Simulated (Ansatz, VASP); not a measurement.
This is a calculation of Al3Pd for VASP 6.6.1.

File INCAR:

```
SYSTEM = Al3Pd
  ALGO = Normal
  EDIFF = 1E-7
  ENCUT = 520
  GGA = PS
  ISIF = 2
  ISMEAR = -1
  LASPH = .TRUE.
  LCHARG = .FALSE.
  LREAL = .FALSE.
  LWAVE = .FALSE.
  NBANDS = 18
  NELM = 100
  PREC = Accurate
  SIGMA = 0.05
```

KPOINTS

```
k-points
0
G
  7 7 7
  0 0 0
```

Contents of POSCAR:

```
Al3Pd
1.0
    3.8663382084      0.0000000000      0.0000000000
    0.0000000000      3.8663382084      0.0000000000
    0.0000000000      0.0000000000      3.8663382084
Pd Al
1 3
Direct
    0.0000000000      0.0000000000      0.0000000000
    0.5000000000      0.5000000000      0.0000000000
    0.5000000000      0.0000000000      0.5000000000
    0.0000000000      0.5000000000      0.5000000000
```

Potentials or basis: VASP PAW PBE potentials, release 64 (Pd, Al).

Run with:

```bash
$ cat potpaw_PBE.64/Pd/POTCAR potpaw_PBE.64/Al/POTCAR > POTCAR
$ mpirun -np 1 vasp_std > vasp.out
```

Problem. Set up the same calculation for Ansatz 0.2.0. Potentials there: Ansatz PAW.

Solution. As run (the cutoff follows the program's own potentials):

The input input.yaml:

```yaml
crystal:
  lattice:
    - [3.8663382084, 0.0, 0.0]
    - [0.0, 3.8663382084, 0.0]
    - [0.0, 0.0, 3.8663382084]
  atoms:
    - { symbol: Pd, position: [0.0, 0.0, 0.0] }
    - { symbol: Al, position: [0.5, 0.5, 0.0] }
    - { symbol: Al, position: [0.5, 0.0, 0.5] }
    - { symbol: Al, position: [0.0, 0.5, 0.5] }
hamiltonian:
  xc: pbesol
  pseudopotentials: { kind: paw }
kpoints:
  mp_grid: { grid: [7, 7, 7] }
scf:
  occupations: { method: fermi_dirac, width: 0.05 }
output:
  forces: true
  stress: true
  eigenvalues: true
```

Potentials or basis: Ansatz PAW.

The run is started by

```console
$ ansatz run input.yaml --threads 1 --pin off --max-ram 3584MiB --backend cpu --events-out ev --progress --plain --runs-dir out
```

Both were run:

|  | VASP | Ansatz | Ansatz less VASP |
| --- | --- | --- | --- |
| gap on the k mesh at the Fermi level (eV) | none | none | - |
| pressure (GPa) | 6.0 | 5.9 | -0.08 |

A gap of «none» marks a metal or a gap that the smearing closes. The two sets of potentials don't hold the same shells in valence.

Caveats: the PAW data sets were made with another functional, which shifts forces and pressure a little (VASP); the PAW data sets come from PBE, with cores solved anew for the run's functional, which leaves a small shift of forces and pressure (Ansatz).
